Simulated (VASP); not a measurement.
Here is the system:

```
Cu2Te
1.0
    4.25101     0.00000     0.00000
   -2.12551     3.68149     0.00000
    0.00000     0.00000     8.59000
Cu Te
4 2
Cartesian
  2.12551   1.22716   1.26511
  0.00000   2.45433   7.32489
  0.00000   2.45433   1.26511
  2.12551   1.22716   7.32489
 -2.12551   3.68149   2.25817
  0.00000   0.00000   6.33183
```

These are r2SCAN meta-GGA, VASP's PBE PAW potentials (set 64) (plane waves; VASP) values and carry that method's errors. Numerical set-up: 400 eV cut-off, 9×9×4 Γ-centred mesh, tetrahedra with Blöchl corrections, potentials Cu Te.

Give the energies of bands 18 to 31 at the high-symmetry points, in eV from the Fermi level.

| band | Γ | M | K | A | L | H |
|---|---|---|---|---|---|---|
| 18 | -3.06 | -2.71 | -2.91 | -3.06 | -2.68 | -2.95 |
| 19 | -2.92 | -2.68 | -2.61 | -2.92 | -2.67 | -2.61 |
| 20 | -2.92 | -2.56 | -2.60 | -2.92 | -2.52 | -2.57 |
| 21 | -2.49 | -2.52 | -2.56 | -2.49 | -2.51 | -2.57 |
| 22 | -2.49 | -2.51 | -2.56 | -2.49 | -2.36 | -2.34 |
| 23 | -2.15 | -2.34 | -2.34 | -2.15 | -2.30 | -2.23 |
| 24 | -0.94 | -2.30 | -2.19 | -1.66 | -2.28 | -2.23 |
| 25 | 0.03 | -2.29 | -2.19 | 0.37 | -2.27 | -2.15 |
| 26 | 0.28 | -2.16 | -2.11 | 0.37 | -2.16 | -2.11 |
| 27 | 0.28 | -1.44 | -2.07 | 0.39 | -1.74 | -2.07 |
| 28 | 0.48 | -1.16 | -1.21 | 0.39 | -1.49 | -1.88 |
| 29 | 0.48 | -0.37 | 0.71 | 1.08 | -0.06 | 1.06 |
| 30 | 2.01 | 1.36 | 0.71 | 1.64 | 1.69 | 1.06 |
| 31 | 2.38 | 2.47 | 4.95 | 2.90 | 2.18 | 4.17 |

It has no gap at this level: it comes out as a metal or semimetal.

The structure comes from a computed database's Cu2Te entry (P6/mmm); how it stands against other phases isn't given here. It was relaxed first.
